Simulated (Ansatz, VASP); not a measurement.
## One calculation of CsSrF3, two programs

The input INCAR:

```
SYSTEM = CsSrF3
ALGO = Normal
EDIFF = 1E-6
ENCUT = 520
GGA = CA
ISIF = 2
ISMEAR = 0
LASPH = .True.
LCHARG = .False.
LREAL = .False.
LWAVE = .False.
NBANDS = 28
NELM = 80
PREC = Accurate
SIGMA = 0.05
```

File KPOINTS:

```
k-points
0
Gamma
  6 6 6
  0 0 0
```

POSCAR

```
CsSrF3
1.0
    4.7632470100      0.0000000000      0.0000000000
    0.0000000000      4.7632470100      0.0000000000
    0.0000000000      0.0000000000      4.8346957152
Cs Sr F
1 1 3
Direct
    0.0000000000      0.0000000000      0.0000000000
    0.5000000000      0.5000000000      0.5000000000
    0.0000000000      0.5000000000      0.5000000000
    0.5000000000      0.0000000000      0.5000000000
    0.5000000000      0.5000000000      0.0000000000
```

Input for Ansatz:

```yaml
crystal:
  lattice:
    - [4.76324701, 0.0, 0.0]
    - [0.0, 4.76324701, 0.0]
    - [0.0, 0.0, 4.8346957152]
  atoms:
    - { symbol: Cs, position: [0.0, 0.0, 0.0] }
    - { symbol: Sr, position: [0.5, 0.5, 0.5] }
    - { symbol: F, position: [0.0, 0.5, 0.5] }
    - { symbol: F, position: [0.5, 0.0, 0.5] }
    - { symbol: F, position: [0.5, 0.5, 0.0] }
basis:
  ecutwfc: 420
kpoints:
  mp_grid: { grid: [6, 6, 6] }
hamiltonian:
  xc: lda
scf:
  occupations: { method: gaussian, width: 0.05 }
output:
  forces: true
  stress: true
  eigenvalues: true
```

Change from the starting cell: strain +0.000 along x and y, +0.015 along z, atoms carried along.

Alike in both runs: task single point; functional LDA; k mesh 6 × 6 × 6; occupations gaussian, width 0.05 eV; no spin polarisation.

|  | VASP | Ansatz |
| --- | --- | --- |
| version | VASP 6.6.1 | Ansatz 0.2.0 |
| potentials or method | VASP PAW LDA potentials, release 64 (Cs_sv, Sr_sv, F) | scalar-relativistic, plane waves, PAW |
| plane-wave cutoff (eV) | 520 | 420 |
| valence electrons in the cell | 40 | 40 |

```tsv
	VASP	Ansatz	Ansatz less VASP
gap on the k mesh at the Fermi level (eV)	5.97	5.99	+0.019
least direct gap on the mesh (eV)	5.97	6.00	+0.024
pressure (GPa)	-3.5	-3.8	-0.21
largest component of the traceless stress (GPa)	0.67	0.63	-0.037
```

Caveats: spin-orbit coupling is left out, which moves the levels of the heavy elements. A k mesh can miss the band edges.
